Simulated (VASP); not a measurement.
Data:

```
CELL_PARAMETERS angstrom
      2.27838    -3.94626     0.00000
      2.27838     3.94626     0.00000
      0.00000     0.00000     7.43861
ATOMIC_POSITIONS crystal
  Ag 0.66667 0.33333 0.50008
  Ag 0.33333 0.66667 0.00008
  I  0.66667 0.33333 0.87492
  I  0.33333 0.66667 0.37492
```

All values below come from PBEsol GGA, VASP's PBE PAW potentials (set 64) (plane waves; VASP 6.6.1). Settings: 400 eV cut-off, Gaussian smearing of 0.050 eV, potentials Ag I.

Unless said otherwise, spin-orbit coupling is left out, though it shifts the bands of the heavy elements here.

Q: Predict the band gap (along the path) with the smallest direct gap where there is one.

A: 
- band gap (along the path): 1.23 eV
- smallest direct gap (along the path): 1.23 eV

Only differences to runs with the same potentials and settings are physical.

The compound is AgI in the wurtzite structure. It was relaxed first.
